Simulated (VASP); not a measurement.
Crystal: LiBe.

```
Be Li
1.0
     2.29599    0.00000    0.00000
     0.00000    3.61277    0.00000
    -0.40174    0.00000    5.51353
Be Li
2 2
Direct
  0.24358 0.75000 0.42383
  0.75642 0.25000 0.57617
  0.26315 0.75000 0.84514
  0.73685 0.25000 0.15486
```

The cell comes from a database or a generator and needn't be the stable form of this composition.

* Program: VASP 6.6.1
* Task: relaxation of cell and atoms
* Functional: r2SCAN
* Dispersion: rVV10
* Potentials or basis: VASP PAW PBE potentials, release 64 (Be, Li_sv)
* Cutoff: 600 eV
* k mesh: 11 × 7 × 5
* Occupations: methfessel-paxton, width 0.1 eV
* Spin: no spin polarisation

At the start: pressure 0.1 GPa; volume 11.43 Å³/atom.

Question: How do energy, volume and symmetry change on relaxing?

Answer: Over 20 steps the energy falls by 2.0 meV/atom and the volume is 11.43 Å³/atom (-0.1 %); space group P2_1/m (No. 11, to 0.05 Å).

Step by step:
```csv
step,energy change (eV),largest force (eV/Å),pressure (GPa),volume (Å³)
1,0.0000,0.0511,0.14,45.73
2,-0.0025,0.0274,0.07,45.80
3,-0.0031,0.0144,0.01,45.84
4,-0.0031,0.0179,0.01,45.85
5,-0.0042,0.0136,-0.07,45.87
6,-0.0054,0.0152,-0.16,45.93
7,-0.0053,0.0455,-0.36,46.02
8,-0.0056,0.0282,-0.25,45.97
9,-0.0064,0.0245,-0.02,45.75
10,-0.0067,0.0297,0.38,45.34
11,-0.0068,0.0271,0.27,45.43
12,-0.0073,0.0253,0.28,45.42
13,-0.0070,0.0503,0.38,45.39
14,-0.0076,0.0207,0.33,45.41
15,-0.0076,0.0244,0.34,45.41
16,-0.0080,0.0265,0.07,45.63
17,-0.0081,0.0272,0.03,45.66
18,-0.0081,0.0288,-0.05,45.72
19,-0.0081,0.0279,0.00,45.69
20,-0.0082,0.0170,0.00,45.70
```

Final structure:
```yaml
crystal:
  lattice:
    - [2.28522, 0.00000, 0.07660]
    - [0.00000, 3.62379, 0.00000]
    - [-0.21486, 0.00000, 5.51181]
  atoms:
    - { symbol: Be, position: [0.24603, 0.75000, 0.42191] }
    - { symbol: Be, position: [0.75397, 0.25000, 0.57809] }
    - { symbol: Li, position: [0.27254, 0.75000, 0.84628] }
    - { symbol: Li, position: [0.72746, 0.25000, 0.15372] }
```

Caveat: the cutoff is under 1.25 times the usual one of these potentials, so pressure, stress and relaxed cells hold a basis-set (Pulay) error; the PAW data sets were made with another functional, which shifts forces and pressure a little.
